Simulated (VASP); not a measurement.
# Ba: Ba into a neighbouring Ba vacancy, part 3 of 5

Wanted: the minimum-energy path in Ba for this move: Ba into a neighbouring Ba vacancy.

VASP 6.6.1; PBEsol; plane waves and PAW (Ba_sv).

So far. Step 3 (Relax the host again, on a new basis): The start already met the threshold, so nothing moved. Step 4 (Relax the start): The run ended after 10 ionic steps, 0.224 eV below its first step, once the forces on the free atoms met EDIFFG = -0.05.

## 5. Relax the end

The end state is relaxed in the same way, so that both ends share their errors.

INCAR reads:

```
SYSTEM = Ba
PREC = Normal
ENCUT = 280
EDIFF = 1E-05
NELM = 120
ISMEAR = 1
SIGMA = 0.15
LREAL = Auto
ALGO = Fast
GGA = PS
NBANDS = 312
LORBIT = 11
LWAVE = .FALSE.
LCHARG = .FALSE.
KPAR = 6
LASPH = .TRUE.
IBRION = 2
NSW = 60
ISIF = 2
EDIFFG = -0.05
POTIM = 0.4
MAXMIX = 40
ISYM = 0
```

POSCAR reads:

```
Ba
1.0
   14.7005188674      0.0000000000      0.0000000000
    0.0000000000     14.7005188674      0.0000000000
    0.0000000000      0.0000000000     14.7005188674
Ba
53
Direct
    0.3333312015      0.0012238567     -0.0003219795
    0.6658104317      0.0003149699      0.0009525538
    0.0009029036      0.3360168765      0.0002845716
   -0.0008059717     -0.0001713942      0.3332346993
    0.0001479368     -0.0000408527      0.0002366800
    0.3310601481      0.3344620403     -0.0007819306
    0.3317372554      0.0008676580      0.3351255503
    0.5006707629      0.1668859233      0.1653983845
    0.6705734231      0.3345309218     -0.0015500061
    0.6656059723      0.0001183349      0.3312181275
    0.8335627543      0.1660421016      0.1683350032
    0.0013090078      0.6629779732      0.0000567362
   -0.0022005584      0.3348429916      0.3335620407
    0.1674127702      0.4985509019      0.1691542391
    0.3360816354      0.6652180497      0.0005072136
   -0.0009160254     -0.0000320668      0.6649447724
    0.1692069111      0.1653481017      0.4995971791
    0.3340155989      0.3324523295      0.3330077496
    0.4992331701      0.4998184272      0.1650741479
    0.6660707856      0.6663851897     -0.0004540330
    0.3334104598     -0.0003987645      0.6676914080
    0.4995602932      0.1664807554      0.4990955675
    0.6659503453      0.3316129957      0.3340391382
    0.8317789419      0.4989852652      0.1671554177
    0.6672143662     -0.0005443546      0.6639194632
    0.8339054400      0.1670198018      0.4980784607
    0.0010480203      0.6657128231      0.3318011587
    0.1667969080      0.8330905250      0.1669423359
   -0.0021846141      0.3357988655      0.6658467519
    0.1645719661      0.5008419324      0.4995172903
    0.3337753020      0.6662046307      0.3332520568
    0.5003343730      0.8323175149      0.1675900893
    0.1660273694      0.1654834606      0.8334381356
    0.3339388103      0.3330216717      0.6654932118
    0.5008432159      0.4976050794      0.4985975133
    0.6667204374      0.6648149506      0.3333714194
    0.8332586922      0.8345560654      0.1654220979
    0.4991484566      0.1671199591      0.8299898274
    0.6708842625      0.3323828216      0.6656737289
    0.8345048940      0.4999458089      0.4975790941
    0.8341862656      0.1678304050      0.8327211831
   -0.0003831162      0.6673278469      0.6654302746
    0.1672630927      0.8336044782      0.4990817567
    0.1647727174      0.4996930641      0.8321423246
    0.3346957481      0.6668626943      0.6677306897
    0.5001831526      0.8336910093      0.4989347330
    0.5009088760      0.5024280752      0.8329120046
    0.6658601992      0.6664519305      0.6660118867
    0.8323789734      0.8335213452      0.4996042078
    0.8352909154      0.5000002743      0.8337740143
    0.1679618888      0.8329241561      0.8352880079
    0.4991392219      0.8322336065      0.8328350284
    0.8331772607      0.8314268452      0.8332855870
```

KPOINTS reads:

```
Automatic mesh
0
Monkhorst-Pack
2 2 2
0 0 0
```

The projector-augmented-wave data sets are Ba_sv (PBE family, release 64).

Started as:

```bash
> mpirun -np 6 vasp_std
```

Log:

```text
[... set-up lines as in an earlier step ...]
 entering main loop
       N       E                     dE             d eps       ncg     rms          rms(c)
DAV:   1     0.378644255174E+04    0.37864E+04   -0.15859E+05  2552   0.876E+02
DAV:   2     0.245876228783E+03   -0.35406E+04   -0.34900E+04  3072   0.246E+02
DAV:   3    -0.908074918872E+02   -0.33668E+03   -0.32868E+03  3440   0.738E+01
DAV:   4    -0.113205912271E+03   -0.22398E+02   -0.21990E+02  3968   0.149E+01
DAV:   5    -0.114202807869E+03   -0.99690E+00   -0.98422E+00  3576   0.295E+00    0.131E+01
RMM:   6    -0.113192199091E+03    0.10106E+01   -0.48347E+00  3078   0.164E+00    0.760E+00
RMM:   7    -0.113106150443E+03    0.86049E-01   -0.18909E+00  3130   0.115E+00    0.424E+00
RMM:   8    -0.112975237893E+03    0.13091E+00   -0.13737E+00  3158   0.873E-01    0.775E-01
RMM:   9    -0.112967551775E+03    0.76861E-02   -0.31975E-01  3176   0.401E-01    0.327E-01
RMM:  10    -0.112982191055E+03   -0.14639E-01   -0.17645E-01  3155   0.184E-01    0.207E-01
RMM:  11    -0.112984835259E+03   -0.26442E-02   -0.58235E-02  3074   0.110E-01    0.131E-01
RMM:  12    -0.112987919757E+03   -0.30845E-02   -0.36190E-02  2968   0.816E-02    0.597E-02
RMM:  13    -0.112989633608E+03   -0.17139E-02   -0.20920E-02  2829   0.485E-02    0.482E-02
RMM:  14    -0.112990433151E+03   -0.79954E-03   -0.11240E-02  2815   0.326E-02    0.167E-02
RMM:  15    -0.112991173694E+03   -0.74054E-03   -0.77328E-03  2655   0.219E-02    0.123E-02
RMM:  16    -0.112991499119E+03   -0.32542E-03   -0.34285E-03  2065   0.132E-02    0.718E-03
RMM:  17    -0.112991745191E+03   -0.24607E-03   -0.25583E-03  2060   0.998E-03    0.446E-03
RMM:  18    -0.112991871188E+03   -0.12600E-03   -0.13210E-03  1766   0.701E-03    0.436E-03
RMM:  19    -0.112991962538E+03   -0.91349E-04   -0.96556E-04  1455   0.551E-03    0.359E-03
RMM:  20    -0.112992012136E+03   -0.49599E-04   -0.53755E-04  1686   0.477E-03    0.191E-03
RMM:  21    -0.112992047676E+03   -0.35540E-04   -0.36975E-04  1146   0.367E-03    0.102E-03
WARNING in EDDRMM: call to ZHEGV failed, returncode =   8  4    259
RMM:  22    -0.112992068857E+03   -0.21180E-04   -0.21979E-04   977   0.299E-03    0.114E-03
RMM:  23    -0.112992082095E+03   -0.13238E-04   -0.13792E-04   897   0.258E-03    0.923E-04
RMM:  24    -0.112992090272E+03   -0.81775E-05   -0.85517E-05   894   0.232E-03
   1 F= -.11299209E+03 E0= -.11298354E+03  d E =-.112992E+03
 curvature:   0.00 expect dE= 0.000E+00 dE for cont linesearch  0.000E+00
 trial: gam= 0.00000 g(F)=  0.192E-01 g(S)=  0.000E+00 ort = 0.000E+00 (trialstep = 0.100E+01)
 search vector abs. value=  0.192E-01
 bond charge predicted
       N       E                     dE             d eps       ncg     rms          rms(c)
DAV:   1    -0.113007548111E+03   -0.15466E-01   -0.12976E+00  2880   0.152E+00    0.182E-01
RMM:   2    -0.113010148189E+03   -0.26001E-02   -0.33815E-02  2601   0.272E-01    0.630E-02
RMM:   3    -0.113010562625E+03   -0.41444E-03   -0.60936E-03  4215   0.969E-02    0.424E-02
RMM:   4    -0.113010710190E+03   -0.14756E-03   -0.18546E-03  4176   0.444E-02    0.253E-02
RMM:   5    -0.113010718112E+03   -0.79219E-05   -0.79032E-04  4075   0.304E-02    0.118E-02
RMM:   6    -0.113010745836E+03   -0.27724E-04   -0.33869E-04  3958   0.186E-02    0.755E-03
RMM:   7    -0.113010765931E+03   -0.20095E-04   -0.17915E-04  3517   0.127E-02    0.731E-03
RMM:   8    -0.113010773165E+03   -0.72334E-05   -0.84622E-05  2580   0.777E-03
   2 F= -.11301077E+03 E0= -.11300283E+03  d E =-.186829E-01
[...]
WARNING in EDDRMM: call to ZHEGV failed, returncode =   6  3    232
WARNING in EDDRMM: call to ZHEGV failed, returncode =   6  3    239
[... from here on, the cycles between the ionic steps are left out ...]
   3 F= -.11306033E+03 E0= -.11305384E+03  d E =-.682371E-01
[...]
WARNING in EDDRMM: call to ZHEGV failed, returncode =   6  3    244
   4 F= -.11312941E+03 E0= -.11312591E+03  d E =-.137324E+00
[...]
WARNING in EDDRMM: call to ZHEGV failed, returncode =   8  4    259
   5 F= -.11314346E+03 E0= -.11314610E+03  d E =-.151375E+00
[...]
WARNING in EDDRMM: call to ZHEGV failed, returncode =   8  4    239
   6 F= -.11315788E+03 E0= -.11315806E+03  d E =-.165786E+00
   7 F= -.11318505E+03 E0= -.11318677E+03  d E =-.271748E-01
[...]
WARNING in EDDRMM: call to ZHEGV failed, returncode =   6  3    227
[...]
WARNING in EDDRMM: call to ZHEGV failed, returncode =   6  3    270
   8 F= -.11322475E+03 E0= -.11323138E+03  d E =-.668779E-01
   9 F= -.11322499E+03 E0= -.11323218E+03  d E =-.671176E-01
 curvature: -12.60 expect dE=-0.214E-01 dE for cont linesearch -0.587E-06
 trial: gam= 0.14008 g(F)=  0.170E-02 g(S)=  0.000E+00 ort = 0.217E-04 (trialstep = 0.707E+01)
 search vector abs. value=  0.190E-02
 bond charge predicted
       N       E                     dE             d eps       ncg     rms          rms(c)
DAV:   1    -0.113221124299E+03    0.38661E-02   -0.64336E+00  2608   0.347E+00    0.411E-01
RMM:   2    -0.113231287631E+03   -0.10163E-01   -0.14519E-01  2610   0.614E-01    0.211E-01
RMM:   3    -0.113232847711E+03   -0.15601E-02   -0.28847E-02  4240   0.219E-01    0.133E-01
RMM:   4    -0.113233637772E+03   -0.79006E-03   -0.87128E-03  4240   0.105E-01    0.120E-01
RMM:   5    -0.113233884543E+03   -0.24677E-03   -0.30950E-03  4321   0.627E-02    0.102E-01
RMM:   6    -0.113233951313E+03   -0.66769E-04   -0.13042E-03  4154   0.381E-02    0.832E-02
RMM:   7    -0.113233906591E+03    0.44722E-04   -0.72007E-04  4005   0.297E-02    0.502E-02
RMM:   8    -0.113233890713E+03    0.15878E-04   -0.33307E-04  3908   0.198E-02    0.247E-02
RMM:   9    -0.113233895416E+03   -0.47029E-05   -0.17934E-04  3297   0.122E-02    0.146E-02
RMM:  10    -0.113233897350E+03   -0.19340E-05   -0.72853E-05  2326   0.755E-03
  10 F= -.11323390E+03 E0= -.11324114E+03  d E =-.890384E-02
 trial-energy change:   -0.008904  1 .order   -0.009114   -0.012029   -0.006198
 step:  14.5890(harm= 14.5890)  dis= 0.02767  next Energy=  -113.237402 (dE=-0.124E-01)
 reached required accuracy - stopping structural energy minimisation
```

The job ended after 34 min (6 MPI ranks of Intel Xeon Platinum 8488C (Sapphire Rapids), shared host; peak memory 7.6 GiB; 3.4 h of CPU time).

OUTCAR, selected parts (step 5):

```text
   NELECT =     530.0000    total number of electrons

 E-fermi :   1.6200

 k-point     1 :       0.2500    0.2500    0.2500
  band No.  band energies     occupation
    ...
    263       1.5542      1.66921
    264       1.5547      1.66482
    265       1.6351      0.83029
    266       1.6373      0.80590
    267       1.6379      0.79894
    268       1.8821     -0.03304
    269       1.9015     -0.02331
    270       1.9339     -0.01170
    271       1.9344     -0.01159
    272       2.0182     -0.00113
    ...

  Total       -3.1636571     -3.1644351     -3.1661113      0.0043254     -0.0111514     -0.0084139
  in kB       -1.5955190     -1.5959114     -1.5967568      0.0021814     -0.0056240     -0.0042433
  external PRESSURE =      -1.5960624 kB  Pullay stress =       0.0000000 kB

 POSITION                                       TOTAL-FORCE (eV/Angst)
 -----------------------------------------------------------------------------------
      4.79822      0.10484      0.08878        -0.002813      0.002207      0.007865
      9.80462     14.67224     14.66693        -0.007013      0.000824     -0.003669
      0.10347      4.79788      0.09729         0.006777     -0.004194      0.003095
      0.10989      0.09385      4.78840        -0.004742      0.012921     -0.002524
      0.10723      0.09731      0.10311         0.003513      0.007699     -0.000895
      4.80301      4.79901      0.08593        -0.011433     -0.003937      0.013993
      4.80521      0.10398      4.78758        -0.006265      0.002522      0.002387
      7.53139      2.45560      2.44168        -0.014799     -0.004799     -0.000070
      9.80452      4.92497     14.66201         0.003739      0.004162      0.001310
      9.79890     14.67370      4.92028        -0.006479     -0.000760      0.000789
     12.07035      2.44807      2.43864         0.023426      0.001391      0.011773
     14.67338      9.80049     14.67590         0.000841     -0.002948     -0.004408
      0.10786      4.79433      4.79499        -0.005567     -0.007775     -0.006208
      2.45288      7.52625      2.44839         0.002064     -0.016214     -0.002415
      4.93094      9.79058     14.66383         0.000146      0.003933      0.003736
     14.67289     14.65620      9.79421         0.001831      0.013508     -0.001289
      2.44475      2.44626      7.52676         0.003902     -0.002368     -0.014772
      4.79816      4.79098      4.79857        -0.001343     -0.001343     -0.009277
      7.34075      7.32409      2.44801        -0.013607     -0.005118     -0.005125
      9.79550      9.79401     14.69830         0.009141     -0.001521     -0.015800
      4.92665     14.67061      9.79545         0.003303     -0.003637      0.005630
      7.33727      2.45038      7.34063        -0.005610     -0.005459     -0.018087
      9.80650      4.92508      4.92616        -0.005194     -0.003555      0.000179
     12.26718      7.33201      2.44856         0.004150     -0.004548     -0.000664
[...]
-----------------------------------------------------------------------------------
    total drift:                               -0.007740      0.000151      0.007869

  FREE ENERGIE OF THE ION-ELECTRON SYSTEM (eV)
  ---------------------------------------------------
  free  energy   TOTEN  =      -113.2338973499 eV

  energy  without entropy=     -113.2556393012  energy(sigma->0) =     -113.24114467

[... 6 parts as in an earlier step ...]

[... 7 further parts left out ...]
```

Step by step:

```
step  energy less that of the first step (eV)  largest force (eV/Å)
   1                                   0.0000                0.2161
   2                                  -0.0187                0.2063
   3                                  -0.0682                0.1686
   4                                  -0.1373                0.1092
   5                                  -0.1514                0.1768
   6                                  -0.1658                0.1191
   7                                  -0.1930                0.0919
   8                                  -0.2327                0.0565
   9                                  -0.2329                0.0597
  10                                  -0.2418                0.0355
```

The atoms that moved most (Å):

| atom | dx | dy | dz | length |
| --- | --- | --- | --- | --- |
| Ba13 | 0.140 | -0.128 | -0.109 | 0.219 |
| Ba14 | -0.008 | 0.197 | -0.038 | 0.201 |
| Ba33 | 0.007 | 0.020 | -0.191 | 0.192 |
| Ba3 | 0.090 | -0.142 | 0.093 | 0.192 |
| Ba4 | 0.122 | 0.096 | -0.110 | 0.190 |
| Ba17 | -0.043 | 0.016 | 0.182 | 0.188 |
| Ba11 | -0.183 | 0.007 | -0.036 | 0.187 |
| Ba7 | -0.072 | 0.091 | -0.139 | 0.181 |

This step gave:

```
electronic cycles       : 133
free energy (TOTEN)     : -113.2339 eV
energy at zero smearing : -113.2411 eV
Fermi energy            : 1.62 eV
```

The run ended after 10 ionic steps, 0.242 eV below its first step, once the forces on the free atoms met EDIFFG = -0.05.

(Continued in part 4 of 5.)

[Lines on the potential files, build, host, timing and source positions are cut from VASP's logs without a mark.]

[Logs are printed without paths, hosts, clocks, repeated set-up lines and the standing remarks that a program may print on its own settings, such as how far it seeks lower states.]

[Hosts, paths, dates, database ids (printed as entryN), source tags and the programs' standing remarks are cut or masked in the printed files.]

[Runs that stopped without an error message from VASP are left out.]
